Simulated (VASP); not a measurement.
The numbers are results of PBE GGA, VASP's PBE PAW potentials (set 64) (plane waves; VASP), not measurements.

Input for VASP

### INCAR
```
SYSTEM = Zr
PREC = Accurate; ENCUT = 480; LREAL = .FALSE.
LASPH = .TRUE.
EDIFF = 1E-7; NELM = 100; ALGO = Normal
LMAXMIX = 4
ISMEAR = 1; SIGMA = 0.1
GGA = PE
ISIF = 2
LWAVE = .FALSE.; LCHARG = .FALSE.
```

POSCAR:
```
Zr
10.3466270
  0.1560360051  -0.2702622834   0.0000000000
  0.1560360051   0.2702622834   0.0000000000
  0.0000000000   0.0000000000   0.4999999901
Zr
2
Cartesian
  0.1560360051   0.0900876080   0.1249999975
  0.1560360051  -0.0900876080   0.3749999926
```

File KPOINTS:
```
Automatic
0
G
 12 12 8
```

POTCAR, in this order: Zr_sv (PBE.64 set). Program: vasp_std.

The run wrote:

File OUTCAR:
```
 ion  position               nearest neighbor table
   1  0.333  0.667  0.250-   2 3.19   2 3.19   2 3.19   2 3.19   2 3.19   2 3.19
   2  0.667  0.333  0.750-   1 3.19   1 3.19   1 3.19   1 3.19   1 3.19   1 3.19
  LATTYP: Found a hexagonal cell.
 ALAT       =     3.2288926399
 C/A-ratio  =     1.6021943045
 Subroutine PRICEL returns:
 Original cell was already a primitive cell.
 Subroutine GETGRP returns: Found 24 space group operations
The static configuration has the point symmetry D_3d.
 The point group associated with its full space group is D_6h.
The dynamic configuration has the point symmetry D_3d.
 Subroutine INISYM returns: Found 24 space group operations
 Subroutine IBZKPT returns following result:
 Found     95 irreducible k-points:

 Following reciprocal coordinates:
            Coordinates               Weight
  0.000000  0.000000  0.000000      1.000000
  0.083333  0.000000  0.000000      6.000000
  0.166667 -0.000000  0.000000      6.000000
  0.250000 -0.000000  0.000000      6.000000
  0.333333 -0.000000  0.000000      6.000000
  0.416667 -0.000000  0.000000      6.000000
  0.500000 -0.000000  0.000000      3.000000
...
```

### OSZICAR
```
       N       E                     dE             d eps       ncg     rms          rms(c)
DAV:   1     0.206503957050E+03    0.20650E+03   -0.13043E+04  3040   0.140E+03
DAV:   2    -0.432873047849E+01   -0.21083E+03   -0.20888E+03  3952   0.401E+02
DAV:   3    -0.175314892795E+02   -0.13203E+02   -0.13111E+02  5840   0.749E+01
DAV:   4    -0.177493034518E+02   -0.21781E+00   -0.21780E+00  3280   0.107E+01
DAV:   5    -0.177553163600E+02   -0.60129E-02   -0.60129E-02  4808   0.121E+00    0.142E+01
DAV:   6    -0.171510484710E+02    0.60427E+00   -0.97026E-01  3144   0.870E+00    0.558E+00
DAV:   7    -0.170325296710E+02    0.11852E+00   -0.63375E-01  4376   0.612E+00    0.113E+00
DAV:   8    -0.170382975136E+02   -0.57678E-02   -0.39867E-02  3992   0.168E+00    0.294E-01
DAV:   9    -0.170385304814E+02   -0.23297E-03   -0.19469E-03  3648   0.474E-01    0.372E-02
DAV:  10    -0.170384817613E+02    0.48720E-04   -0.51692E-05  4480   0.485E-02    0.241E-02
DAV:  11    -0.170384825170E+02   -0.75574E-06   -0.11172E-05  3304   0.430E-02    0.364E-03
DAV:  12    -0.170384824900E+02    0.27029E-07   -0.44553E-07  3632   0.481E-03
   1 F= -.17038482E+02 E0= -.17038587E+02  d E =0.313864E-03
```

OUTCAR:
```
------------------------ aborting loop because EDIFF is reached ----------------------------------------
  FORCE on cell =-STRESS in cart. coord.  units (eV):
  Direction    XX          YY          ZZ          XY          YZ          ZX
  --------------------------------------------------------------------------------------
  Total        0.1092788      0.1092788     -0.0033407      0.0000000      0.0000000      0.0000000
  in kB        3.7483470      3.7483468     -0.1145874      0.0000000      0.0000000      0.0000000
  external PRESSURE =       2.4607021 kB  Pullay stress =       0.0000000 kB
  volume of cell :       46.71
      direct lattice vectors                 reciprocal lattice vectors
     1.614446343 -2.796303039  0.000000000     0.309703696 -0.178807516  0.000000000
     1.614446343  2.796303039  0.000000000     0.309703696  0.178807516  0.000000000
     0.000000000  0.000000000  5.173313398     0.000000000  0.000000000  0.193299714
 POSITION                                       TOTAL-FORCE (eV/Angst)
 -----------------------------------------------------------------------------------
      1.61445      0.93210      1.29333        -0.000000      0.000000      0.000000
      1.61445     -0.93210      3.87999         0.000000     -0.000000      0.000000
 -----------------------------------------------------------------------------------
    total drift:                               -0.000144      0.001132     -0.000020
  FREE ENERGIE OF THE ION-ELECTRON SYSTEM (eV)
  ---------------------------------------------------
  free  energy   TOTEN  =       -17.0384824900 eV

  energy  without entropy=      -17.0387963542  energy(sigma->0) =      -17.03858711
```
(Selected blocks of OUTCAR.)

The compound is Zr in the hcp structure. It was relaxed first.
